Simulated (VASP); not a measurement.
Input:

```
CELL_PARAMETERS angstrom
      0.00000     2.45188     2.45188
      2.45188     0.00000     2.45188
      2.45188     2.45188     0.00000
ATOMIC_POSITIONS crystal
  Y  0.00000 0.00000 0.00000
  N  0.50000 0.50000 0.50000
```

All values below come from PW91 GGA, VASP's PBE PAW potentials (set 64) (plane waves; VASP). Run with 520 eV cut-off, 10×10×10 Γ-centred mesh, tetrahedra with Blöchl corrections, potentials Y_sv N.

Predict the energy per atom (σ→0), band gap (on the k-mesh) with the smallest direct gap where there is one.

| Quantity | Result |
|---|---|
| band gap (on the k-mesh) | 0.21 eV |
| smallest direct gap (on the k-mesh) | 0.60 eV |
| energy per atom (σ→0) | -9163 meV/atom |

The compound is YN in the rock salt structure. It was relaxed first.
